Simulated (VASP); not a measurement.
Input:

```xyz
8
Lattice="4.6702 0.0000 0.0000 0.0000 6.6047 0.0000 0.0000 0.0000 24.3510" Properties=species:S:1:pos:R:3 pbc="T T T"
K      0.0000     0.0000     8.6728
K      2.3351     3.3023    11.0079
K      0.0000     0.0000    13.3430
K      2.3351     3.3023    15.6781
Br     2.3351     0.0000    11.0079
Br     0.0000     3.3023     8.6728
Br     2.3351     0.0000    15.6781
Br     0.0000     3.3023    13.3430
```

All values below come from r2SCAN meta-GGA, VASP's PBE PAW potentials (set 64) (plane waves; VASP). Settings: PREC = Normal, EDIFF = 1E-5, 400 eV cut-off, 5×3×1 Γ-centred mesh, Gaussian smearing of 0.050 eV, potentials K_sv Br.

Q: The ions are relaxed. Predict the relaxed structure.

A: 
```xyz
8
Lattice="4.6702 0.0000 0.0000 0.0000 6.6047 0.0000 0.0000 0.0000 24.3510" Properties=species:S:1:pos:R:3 pbc="T T T"
K      0.0000     0.0000     8.7794
K      2.3351     3.3023    10.9298
K      0.0000     0.0000    13.4212
K      2.3351     3.3023    15.5716
Br     2.3351     0.0000    10.9861
Br     0.0000     3.3023     8.7010
Br     2.3351     0.0000    15.6500
Br     0.0000     3.3023    13.3648
```

Q: How much energy does the relaxation gain?

A: The energy (σ→0) changes by -4.5 meV/atom, in 10 ionic steps.

The cell is a thin slab with vacuum, built from KBr (rock salt): (110) face.
